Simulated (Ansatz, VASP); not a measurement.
**Cross-check of Si2SnHS2Cl (1T-SnS2 under H-SiSi-Cl chair, AB) between VASP and Ansatz**

Wanted: the spread between two codes on one cell, functional and k mesh. The structure shown is the start of the Ansatz relaxation below; VASP solves that cell, so the two are compared at the walk's first step.

Main program and level: Ansatz 0.2.0; plane waves, with VASP 6.6.1 beside it; single point at PBE with D3(BJ).

**1. Starting point**

The cell holds 7 atoms: 2 S, 1 Sn, 1 Cl, 2 Si and 1 H. Cell: a = 3.682 Å, b = 3.682 Å, c = 49.355 Å, α = 90.0°, β = 90.0°, γ = 120.0°. Vacuum lies along c.

**2. Ansatz: relaxation, PBE with D3(BJ)**

Ansatz runs on its default PAW (the set named soft_2) files.

The two programs are compared at the cell with which this relaxation starts, whose forces are those of its first step.

Input file input.yaml:

```yaml
crystal:
  lattice:
    - [3.6815, 0.0, 0.0]
    - [-1.84075, 3.188272524, 0.0]
    - [0.0, 0.0, 49.355166844]
  atoms:
    - { symbol: S, position: [0.6666666667, 0.3333333333, 0.4072521944] }
    - { symbol: Sn, position: [0.0, 0.0, 0.4256410172] }
    - { symbol: S, position: [0.3333333333, 0.6666666667, 0.4440298401] }
    - { symbol: Cl, position: [0.0, 0.0, 0.5058268149] }
    - { symbol: Si, position: [0.0, 0.0, 0.5489833907] }
    - { symbol: Si, position: [0.6666666667, 0.3333333333, 0.5639767551] }
    - { symbol: H, position: [0.6666666667, 0.3333333333, 0.5927478056] }
  periodic: [true, true, false]
kpoints:
  mp_grid: { grid: [12, 12, 1] }
hamiltonian:
  xc: pbe
  dispersion: d3bj
scf:
  occupations: { method: fermi_dirac, width: 0.05 }
  convergence: { dr2_threshold: 1.0e-09 }
relax:
  f_tol: 0.004
  max_steps: 90
  cell: {}
output:
  write_potential: true
  write_density: true
  volumetric_format: npy
```

The run is started by

```sh
$ ansatz run input.yaml --threads 4 --pin off --max-ram 6144MiB --backend cpu --events-out ev --progress --plain --runs-dir out
```

Numbers of over 12 decimals in the logs are rounded to 6 here.

What it wrote:

```text
Warning: relax.cell: scf.convergence.dr2_threshold = 1e-9 eV is looser than the 1.90777064515e-10 eV advised for a relaxation that steers and ends on the stress (1e-10 eV for each atom of the cell: 7, times the square of relax.cell.stress_2d_tol = 0.05 N/m over 19.2 Å (the atoms' height at the walk's start and 5 Å past either face), 2.610e-2 GPa, over a crystal's default 0.05). What an SCF threshold leaves in a stress goes as its square root, and in the free energy as the threshold itself, and one threshold admits the most on a small cell: [figures from the program's tests cut] Set scf.convergence.dr2_threshold to 1.90777064515e-10 eV or tighter. [rest of the remark cut]
Engine: ansatz 0.2.0, aarch64-unknown-linux-gnu
Pseudopotentials: kind: paw
Pseudopotential: S, paw, valence charge 6, recommended cutoff 420 eV (normal), S.paw.azcp
Pseudopotential: Sn, paw, valence charge 14, recommended cutoff 420 eV (normal), Sn.paw.azcp
Pseudopotential: Cl, paw, valence charge 7, recommended cutoff 420 eV (normal), Cl.paw.azcp
Pseudopotential: Si, paw, valence charge 4, recommended cutoff 420 eV (normal), Si.paw.azcp
Pseudopotential: H, paw, valence charge 1, recommended cutoff 420 eV (normal), H.paw.azcp
Functional definition: PBE
  parameter kappa = 0.804
  parameter beta = 0.066725
  exchange = pbe_x(kappa = kappa, mu = beta*pi^2/3)
  correlation = pbe_c(beta = beta)
Crystal: 7 atoms, lattice volume = 579.312 Å³
Basis set: ecut = 420 eV, 11337 PW (Γ), exchange–correlation on 50×50×720 points (8 copies of the dense FFT grid, shifted against one another)
Bands: 28, of which v1, the nominal top of the filled ones, is band 21 counted from 1 (20 counted from 0)
Symmetry: 6 space group operations
Space group: P3m1 (ITA 156), of the structure as read, at distance tolerance 8.3e-5 Å
k-points: 19 of 144 (time reversal used)
Non-local potential: S, projectors of the file, l = 0: 2, l = 1: 2, l = 2: 2
Non-local potential: Sn, projectors of the file, l = 0: 2, l = 1: 2, l = 2: 2, l = 3: 2
Non-local potential: Cl, projectors of the file, l = 0: 2, l = 1: 2, l = 2: 2
Non-local potential: Si, projectors of the file, l = 0: 2, l = 1: 2, l = 2: 2
Non-local potential: H, projectors of the file, l = 0: 2, l = 1: 1
PAW form: soft (Blöchl's): semilocal exchange-correlation on the pseudo side does not see the compensation charge
PAW one-centre angular grid: S, 110 points (default); XC on 64 Gauss nodes
PAW one-centre angular grid: Sn, 590 points (default); XC on 64 Gauss nodes
PAW one-centre angular grid: Cl, 110 points (default); XC on 64 Gauss nodes
PAW one-centre angular grid: Si, 110 points (default); XC on 64 Gauss nodes
PAW one-centre angular grid: H, 110 points (default); XC on 64 Gauss nodes
Initial density: superposition of atomic densities (neutral atoms: chi_scale 0, normalization atom), corrected by the library's trained network
Initial wavefunctions: pseudopotential atomic-orbital guess
Functional: x = pbe(κ = 0.804, μ = 0.219515), c = pbe(β = 0.066725)
SCF iter   1: F=—  HF=-10195.101521 eV  |F-HF|=—  |Δ(HF+E_count)|=         —  Δρ=2.03e-3  dr2=8.26e-2  ethr=1.77e-3  ⟨swp⟩=18.1  Hψ=5319  notcnv=0
preconditioner: auto → Resta (q_TF=auto, 1.762 Å⁻¹)  ε∞=1.8  [insulator: Δε(μ)=1.688 eV  Ē_g=10.049 eV  σ=0.050 eV  W_gap=1.00  n_scr=26 (ndim 8)  ℏωp=8.7 eV  f_vac=0.751  D(μ)=0.00/eV (n_scr^D=0)  ε∞_Penn≈1.8  vacuum switching on, ρ_ref=7.3e-3 e/Å³]
SCF iter   2: F=—  HF=-10195.088130 eV  |F-HF|=—  |Δ(HF+E_count)|=   1.34e-2  Δρ=1.06e-3  dr2=3.51e-2  ethr=1.97e-4  ⟨swp⟩=5.1  Hψ=1306  notcnv=0  defer=36
SCF iter   3: F=—  HF=-10195.082950 eV  |F-HF|=—  |Δ(HF+E_count)|=   5.18e-3  Δρ=5.14e-4  dr2=2.21e-3  ethr=8.35e-5  ⟨swp⟩=3.6  Hψ=849  notcnv=0  defer=36
SCF iter   4: F=—  HF=-10195.083247 eV  |F-HF|=—  |Δ(HF+E_count)|=   2.97e-4  Δρ=2.00e-4  dr2=2.43e-4  ethr=5.25e-6  ⟨swp⟩=3.3  Hψ=1284  notcnv=0  defer=30
SCF iter   5: F=—  HF=-10195.083455 eV  |F-HF|=—  |Δ(HF+E_count)|=   2.08e-4  Δρ=4.38e-5  dr2=1.53e-5  ethr=5.80e-7  ⟨swp⟩=3.2  Hψ=1019  notcnv=0  defer=30
SCF iter   6: F=—  HF=-10195.083514 eV  |F-HF|=—  |Δ(HF+E_count)|=   5.91e-5  Δρ=1.62e-5  dr2=4.20e-6  ethr=3.64e-8  ⟨swp⟩=3.4  Hψ=1136  notcnv=0  defer=30
SCF iter   7: F=—  HF=-10195.083535 eV  |F-HF|=—  |Δ(HF+E_count)|=   2.12e-5  Δρ=8.99e-6  dr2=1.36e-6  ethr=9.99e-9  ⟨swp⟩=3.3  Hψ=1039  notcnv=0  defer=32
[...]
SCF 10 converged in 7 iterations: F = -10198.993257 eV  dr2 = 2.78e-10
relax step  10: F+E_penalty+E_count = -10198.99325689 eV  Δ(F+E_penalty+E_count) = -1.028e-5 eV  max|allowed force component| = 9.104e-4 eV/Å  Δτ_max = 0.0014 Å  P = -0.001 N/m  Ω = 606.925 Å³  energy of the carried Pulay correction = -2.928e-3 eV  fix = [c, alpha, beta]  reactions: c -0.000 N/m  (7 SCF iters, accepted)
Basis set: ecut = 420 eV, 11901 PW (Γ), exchange–correlation on 54×54×720 points (8 copies of the dense FFT grid, shifted against one another)
Initial wavefunctions: pseudopotential atomic-orbital guess (no wavefunctions were taken with the density)
iter 1 solved again at ethr=5.76e-7 eV; its pass at ethr=3.10e-3 eV (dr2=2.42e-4 eV) is discarded
SCF iter   1: F=—  HF=-10198.994551 eV  |F-HF|=—  |Δ(HF+E_count)|=         —  Δρ=4.59e-5  dr2=8.16e-7  ethr=5.76e-7  ⟨swp⟩=5.5  Hψ=6575  notcnv=0
preconditioner: auto → Resta (q_TF=auto, 1.748 Å⁻¹)  ε∞=1.8  [insulator: Δε(μ)=0.506 eV  Ē_g=9.507 eV  σ=0.050 eV  W_gap=0.99  n_scr=26 (ndim 8)  ℏωp=8.5 eV  f_vac=0.732  D(μ)=0.01/eV (n_scr^D=0)  ε∞_Penn≈1.8  vacuum switching on, ρ_ref=6.6e-3 e/Å³]
SCF iter   2: F=—  HF=-10198.994962 eV  |F-HF|=—  |Δ(HF+E_count)|=   4.11e-4  Δρ=2.30e-5  dr2=2.16e-7  ethr=1.94e-9  ⟨swp⟩=3.3  Hψ=1222  notcnv=0
SCF iter   3: F=—  HF=-10198.995223 eV  |F-HF|=—  |Δ(HF+E_count)|=   2.61e-4  Δρ=4.20e-6  dr2=1.22e-7  ethr=5.14e-10  ⟨swp⟩=3.3  Hψ=1029  notcnv=0
SCF iter   4: F=—  HF=-10198.995238 eV  |F-HF|=—  |Δ(HF+E_count)|=   1.52e-5  Δρ=1.22e-6  dr2=1.93e-8  ethr=2.92e-10  ⟨swp⟩=2.4  Hψ=746  notcnv=0
SCF iter   5: F=—  HF=-10198.995240 eV  |F-HF|=—  |Δ(HF+E_count)|=   1.98e-6  Δρ=4.54e-7  dr2=3.44e-9  ethr=4.60e-11  ⟨swp⟩=3.3  Hψ=1008  notcnv=0
SCF iter   6: F=-10198.995241 eV  HF=-10198.995241 eV  |F-HF|=2.20e-9  |Δ(HF+E_count)|=   1.87e-7  Δρ=2.16e-7  dr2=5.28e-10  ethr=2.38e-12  ⟨swp⟩=16.8  Hψ=4694  notcnv=0
SCF 11 converged in 6 iterations: F = -10198.995241 eV  dr2 = 5.28e-10
relax step  11: F+E_penalty+E_count = -10198.99524066 eV  Δ(F+E_penalty+E_count) = -1.984e-3 eV  max|allowed force component| = 1.137e-3 eV/Å  Δτ_max = 0.0000 Å  P = -0.019 N/m  Ω = 606.925 Å³  fix = [c, alpha, beta]  reactions: c -0.000 N/m  stress off target by 1.92e-2 N/m on what of the cell is left free  SCF on the basis re-selected at this cell (its energy is not comparable with the rows above)  (6 SCF iters)
basis re-selected at this cell: Δ(F+E_penalty+E_count) = -1.984e-3 eV, ΔP = -0.019 N/m vs the last step (what re-selecting the basis moved, of the pressure what is left beyond the Pulay correction that the steps carried, after the strain that the cell walked since its last selection, with what the two solves' SCF thresholds leave and, on support functions, any second-order correction that the steps lacked; it is no measure of the basis error at this ecutwfc). The dense FFT grid was sized anew with the basis: this SCF ran on 27×27×360 points, the steps before it on 25×25×360, so part of this shift can come from that change (see relax.cell in the input reference). [rest of the remark cut]
WARN: The output density's exchange-correlation potential varies sharply where the density is thin. Do not read a vacuum level from v_tot or v_xc, or from such a field of the output density. On a cell that repeats whose density bears no net charge and no dipole along the vacuum's axis use v_es (v_loc + v_h of the components); under efield.dipole_correction with no amplitude use v_es + v_field, which holds any externa [...]
SCF converged after 6 iterations
Free energy (F): -10198.995241 eV
Harris-Foulkes:  -10198.995241 eV  (|F-HF|=2.20e-9)
Internal energy: -10198.995076 eV  (E = F + TS)
E sigma→0 (E₀):  -10198.995159 eV
Entropy (-TS):   -0.000164 eV (-0.023 meV/atom)
Fermi energy:    -4.988230 eV
--- Per-component energies (eV) ---
  E_band       = -620.787436
  E_kinetic    = 655.295813
  E_local      = -115324.041806  (includes V_loc(G=0)·N_el)
  E_nonlocal   = 109.149125
  E_hartree    = 57405.269814
  E_xc         = -800.339143
  E_vxc        = -494.551078  (∫ρ·V_xc dr)
  E_paw        = -7028.518989  (= ΣΔE_a)
  E_vpaw       = -377.181668  (= ΣTr[D̂ρ^β])
  E_aug_tail   = -0.001094  (compensation charges beyond the density's cutoff)
  E_ewald      = 54785.583838
  E_disp       = -1.392634  (pairwise vdW)
  E_smearing   = -0.000164  (= −TS)
  E_closure    = -0.000000  (closes the sum)
  Σ components = -10198.995241   (vs F -10198.995241, Δ=0.00e0)
--- Forces (eV/Å), atoms counted from 1 ---
  atom   1  S     -0.00000000     0.00000000     0.00086685
  atom   2  Sn     0.00000000    -0.00000000    -0.00017764
  atom   3  S      0.00000000    -0.00000000    -0.00093871
  atom   4  Cl    -0.00000000     0.00000000    -0.00048922
  atom   5  Si     0.00000000    -0.00000000     0.00104513
  atom   6  Si    -0.00000000     0.00000000     0.00083787
  atom   7  H     -0.00000000     0.00000000    -0.00113540
  max |Σ_I F_I| component: 8.88e-6 eV/Å
--- 2D stress c σ (N/m, compression-positive) ---
       -0.019242      -0.000000       0.000000
       -0.000000      -0.019242      -0.000000
        0.000000      -0.000000      -0.000000
  P = ½ c Tr σ = -0.0192 N/m
--- Band table (eV; the first three rows and the last of 19) ---
  k-point 0: bands = [... 17 lower, -6.4957, -6.4957, -5.2302, -5.2302, -4.1946, -3.3152, -2.6930, -1.5369, ... 3 higher]
  k-point 1: bands = [... 17 lower, -6.6932, -6.4050, -5.7961, -5.3773, -3.9016, -3.0264, -2.3202, -1.6702, ... 3 higher]
  k-point 2: bands = [... 17 lower, -6.8068, -6.6046, -6.3541, -5.6984, -3.6246, -2.8394, -1.9429, -1.7500, ... 3 higher]
  k-point 18: bands = [... 17 lower, -7.9436, -7.7734, -6.7153, -6.6894, -3.6058, -1.9476, -1.2376, -0.4367, ... 3 higher]
  the weakly bound empty levels are not read free of the cell's end (no_gap_told)
--- Relaxed structure (10 steps of the walk, 9 accepted, 1 SCFs on fresh bases) ---
  F+E_penalty+E_count = -10198.99524066 eV   max|allowed force component| = 1.137e-3 eV/Å   (the final SCF, on the basis selected at the relaxed cell)
  cell:  # Å, volume = 606.9251 Å³
    - [3.768217, 0, 0]
    - [-1.884109, 3.263372, 0]
    - [0, 0, 49.355166844]
  atoms:
    - { symbol: S, position: [0.666667, 0.333333, 0.390177] }
    - { symbol: Sn, position: [-2.3765971043137742e-17, 5.2867763092768395e-18, 0.419503] }
    - { symbol: S, position: [0.333333, 0.666667, 0.448815] }
    - { symbol: Cl, position: [-4.979612692568768e-18, 5.286776309277494e-18, 0.510620] }
    - { symbol: Si, position: [-7.246560717204835e-18, 5.286776309277492e-18, 0.552457] }
    - { symbol: Si, position: [0.666667, 0.333333, 0.568225] }
    - { symbol: H, position: [0.666667, 0.333333, 0.598660] }
```

In the SCF lines HF is the Harris–Foulkes energy and dr2 the Hartree energy of the density residual, in eV; the loop may stop once dr2 is under the threshold and the program's other checks hold. Hψ counts applications of the Hamiltonian.

[end of part 1 of 2]

[Lines on the potential files, build, host, timing and source positions are cut from VASP's logs without a mark.]

[Logs are printed without paths, hosts, clocks, repeated set-up lines and the standing remarks that a program may print on its own settings, such as how far it seeks lower states.]

[Hosts, paths, dates, database ids (printed as entryN), source tags and the programs' standing remarks are cut or masked in the printed files.]
